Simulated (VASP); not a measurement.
A snapshot from molecular dynamics of Te, step 101; the first frame, the perfect lattice, has an electronic free energy F (no ionic kinetic energy) of -3.082 eV/atom. The Γ point alone samples so small a cell crudely.

Input:

```
Te
1.0
    6.69000   -11.58742     0.00000
    6.69000    11.58742     0.00000
    0.00000     0.00000    11.86000
Te
54
Direct
  0.95933   0.13558   0.43523
  0.25217   0.20673   0.99660
  0.05178   0.05631   0.17205
  0.00387   0.11658   0.79284
  0.23324   0.22315   0.46731
  0.10950   0.98849   0.64446
  0.99324   0.45774   0.34348
  0.25502   0.56264   0.99461
  0.00228   0.26300   0.10646
  0.02523   0.45461   0.84646
  0.28156   0.54633   0.52793
  0.09895   0.35310   0.63764
  0.99403   0.79289   0.32771
  0.25990   0.92386   0.05813
  0.13011   0.70060   0.22854
  0.00906   0.76065   0.87759
  0.20963   0.88770   0.47132
  0.12693   0.67979   0.65640
  0.32963   0.09609   0.33869
  0.59791   0.24603   0.99937
  0.46393   0.02526   0.19140
  0.32902   0.08072   0.85672
  0.56212   0.18138   0.53844
  0.38665   0.96946   0.66095
  0.29358   0.33180   0.25542
  0.59529   0.62683   0.96894
  0.46816   0.30557   0.14817
  0.34506   0.36956   0.81213
  0.55934   0.56707   0.46952
  0.40224   0.25746   0.65733
  0.34705   0.74337   0.33475
  0.59979   0.89244   0.00968
  0.46202   0.68969   0.17573
  0.30059   0.76270   0.88700
  0.57179   0.91031   0.45643
  0.40727   0.73449   0.65397
  0.67192   0.13066   0.33942
  0.84651   0.22307   0.92602
  0.81871   0.01130   0.20210
  0.59314   0.03321   0.82695
  0.87597   0.29020   0.54880
  0.72587   0.00331   0.64944
  0.62418   0.38402   0.37932
  0.97309   0.59141   0.04319
  0.77030   0.35812   0.19772
  0.68479   0.45092   0.87607
  0.89771   0.53077   0.51143
  0.77778   0.36555   0.73129
  0.68339   0.77997   0.29436
  0.93970   0.92793   0.94688
  0.77284   0.67193   0.12616
  0.67631   0.79019   0.78167
  0.91605   0.90382   0.48663
  0.73446   0.65364   0.63319
```

Calculation: PBE GGA, VASP's PBE PAW potentials (set 64) (plane waves; VASP). Settings: PREC = Normal, LREAL = Auto, ISYM = 0, EDIFF = 1E-5, 300 eV cut-off, 1×1×1 Γ-centred mesh, Fermi-Dirac smearing of 0.078 eV, potentials Te.

Question: Give F per atom of this frame and the forces (eV/Å).

Answer: -2.911 eV/atom.
```json
[
 {"atom": "Te1", "Fx": "0.22", "Fy": "-0.19", "Fz": "-0.33"},
 {"atom": "Te2", "Fx": "0.70", "Fy": "0.04", "Fz": "0.27"},
 {"atom": "Te3", "Fx": "0.46", "Fy": "-0.30", "Fz": "-0.11"},
 {"atom": "Te4", "Fx": "-0.20", "Fy": "-0.57", "Fz": "-0.18"},
 {"atom": "Te5", "Fx": "-0.10", "Fy": "-0.04", "Fz": "0.08"},
 {"atom": "Te6", "Fx": "-0.34", "Fy": "0.66", "Fz": "0.40"},
 {"atom": "Te7", "Fx": "0.20", "Fy": "-0.20", "Fz": "-0.64"},
 {"atom": "Te8", "Fx": "0.04", "Fy": "-0.18", "Fz": "0.12"},
 {"atom": "Te9", "Fx": "0.00", "Fy": "-0.21", "Fz": "0.24"},
 {"atom": "Te10", "Fx": "-0.15", "Fy": "0.21", "Fz": "-0.43"},
 {"atom": "Te11", "Fx": "-0.28", "Fy": "-0.34", "Fz": "-0.68"},
 {"atom": "Te12", "Fx": "-0.37", "Fy": "-0.31", "Fz": "0.55"},
 {"atom": "Te13", "Fx": "-0.41", "Fy": "0.45", "Fz": "-0.14"},
 {"atom": "Te14", "Fx": "-0.19", "Fy": "-0.03", "Fz": "-0.08"},
 {"atom": "Te15", "Fx": "-0.29", "Fy": "-0.13", "Fz": "-0.71"},
 {"atom": "Te16", "Fx": "0.00", "Fy": "-0.15", "Fz": "-0.41"},
 {"atom": "Te17", "Fx": "0.44", "Fy": "0.05", "Fz": "0.22"},
 {"atom": "Te18", "Fx": "-0.93", "Fy": "0.26", "Fz": "0.23"},
 {"atom": "Te19", "Fx": "-0.33", "Fy": "-0.22", "Fz": "-0.08"},
 {"atom": "Te20", "Fx": "0.02", "Fy": "-0.63", "Fz": "0.05"},
 {"atom": "Te21", "Fx": "-0.08", "Fy": "-0.32", "Fz": "-0.49"},
 {"atom": "Te22", "Fx": "-0.33", "Fy": "-0.31", "Fz": "-0.31"},
 {"atom": "Te23", "Fx": "0.16", "Fy": "0.04", "Fz": "-0.08"},
 {"atom": "Te24", "Fx": "-0.02", "Fy": "-0.12", "Fz": "-0.15"},
 {"atom": "Te25", "Fx": "0.10", "Fy": "1.42", "Fz": "0.30"},
 {"atom": "Te26", "Fx": "-0.30", "Fy": "-0.07", "Fz": "0.38"},
 {"atom": "Te27", "Fx": "-0.14", "Fy": "0.41", "Fz": "0.15"},
 {"atom": "Te28", "Fx": "0.37", "Fy": "0.74", "Fz": "0.22"},
 {"atom": "Te29", "Fx": "-0.25", "Fy": "-0.23", "Fz": "0.26"},
 {"atom": "Te30", "Fx": "-0.05", "Fy": "-0.14", "Fz": "0.00"},
 {"atom": "Te31", "Fx": "0.37", "Fy": "-0.13", "Fz": "0.18"},
 {"atom": "Te32", "Fx": "0.32", "Fy": "0.37", "Fz": "-0.31"},
 {"atom": "Te33", "Fx": "-0.87", "Fy": "-0.28", "Fz": "-0.55"},
 {"atom": "Te34", "Fx": "0.15", "Fy": "-0.01", "Fz": "0.04"},
 {"atom": "Te35", "Fx": "0.00", "Fy": "-0.35", "Fz": "0.29"},
 {"atom": "Te36", "Fx": "0.39", "Fy": "0.17", "Fz": "0.57"},
 {"atom": "Te37", "Fx": "0.16", "Fy": "-0.50", "Fz": "-0.03"},
 {"atom": "Te38", "Fx": "0.43", "Fy": "-0.29", "Fz": "-0.04"},
 {"atom": "Te39", "Fx": "-0.34", "Fy": "0.92", "Fz": "-0.12"},
 {"atom": "Te40", "Fx": "0.24", "Fy": "-0.18", "Fz": "0.06"},
 {"atom": "Te41", "Fx": "-0.40", "Fy": "-0.61", "Fz": "-0.91"},
 {"atom": "Te42", "Fx": "0.64", "Fy": "0.15", "Fz": "-0.10"},
 {"atom": "Te43", "Fx": "0.27", "Fy": "0.14", "Fz": "-0.01"},
 {"atom": "Te44", "Fx": "-0.38", "Fy": "0.37", "Fz": "-0.45"},
 {"atom": "Te45", "Fx": "-0.16", "Fy": "-0.02", "Fz": "-0.05"},
 {"atom": "Te46", "Fx": "0.03", "Fy": "0.88", "Fz": "0.50"},
 {"atom": "Te47", "Fx": "0.94", "Fy": "0.17", "Fz": "0.47"},
 {"atom": "Te48", "Fx": "0.15", "Fy": "-0.15", "Fz": "0.27"},
 {"atom": "Te49", "Fx": "0.41", "Fy": "-0.81", "Fz": "0.37"},
 {"atom": "Te50", "Fx": "-0.10", "Fy": "0.23", "Fz": "0.13"},
 {"atom": "Te51", "Fx": "0.06", "Fy": "0.44", "Fz": "0.05"},
 {"atom": "Te52", "Fx": "-0.15", "Fy": "-0.45", "Fz": "0.48"},
 {"atom": "Te53", "Fx": "0.02", "Fy": "0.31", "Fz": "0.49"},
 {"atom": "Te54", "Fx": "-0.14", "Fy": "0.12", "Fz": "0.04"}
]
```

The cell is a supercell, built from Te (trig). Its lattice is the typed one, not relaxed at this level.
